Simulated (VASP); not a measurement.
# MgO (Periclase): relaxation of cell and atoms with PBEsol

Crystal: MgO (Periclase).

```xyz
2
Lattice="0.0000 2.1039 2.1039 2.1039 0.0000 2.1039 2.1039 2.1039 0.0000" Properties=species:S:1:pos:R:3 pbc="T T T"
Mg    0.0000    0.0000    0.0000
O     2.1039    2.1039    2.1039
```

```yaml
Program: VASP 6.6.1
Task: relaxation of cell and atoms
Functional: PBEsol
Potentials_or_basis: VASP PAW PBE potentials, release 64 (Mg, O)
Cutoff: 600 eV
k_mesh: 12 × 12 × 12
Occupations: gaussian, width 0.03 eV
Spin: no spin polarisation
Further_INCAR_settings: ALGO = Normal; EDIFF = 1e-07; IBRION = 2; EDIFFG = -0.005; NSW = 90; ISIF = 3
```

| Item | Value |
| --- | --- |
| Pressure after relaxing | 0.0 GPa |
| Band gap on the k mesh | 4.66 eV, direct |

Final structure:
```
Mg O
1.0
     0.00000    2.10392    2.10392
     2.10392    0.00000    2.10392
     2.10392    2.10392    0.00000
Mg O
1 1
Direct
  0.00000 0.00000 0.00000
  0.50000 0.50000 0.50000
```

Levels at points of the mesh, in eV from the valence-band top:
```tsv
k point	band 1	band 2	band 3	band 4	band 5	band 6	band 7	band 8
(0.00, 0.00, 0.00)	-17.22	0.00	0.00	0.00	4.66	15.65	15.65	15.65
(0.50, 0.00, 0.00)	-15.90	-4.69	-0.67	-0.67	7.77	12.54	16.21	16.21
(0.50, 0.50, 0.00)	-15.63	-4.16	-1.37	-1.37	8.93	9.91	13.00	18.89
```

It took 4.3 s on 1 thread of Intel(R) Xeon(R) 6975P-C (Granite Rapids) (shared host), peak memory 0.14 GiB.

Caveat: the relaxation stopped at its first step, so nothing moved; the PAW data sets were made with another functional, which shifts forces and pressure a little. A k mesh can miss the band edges.
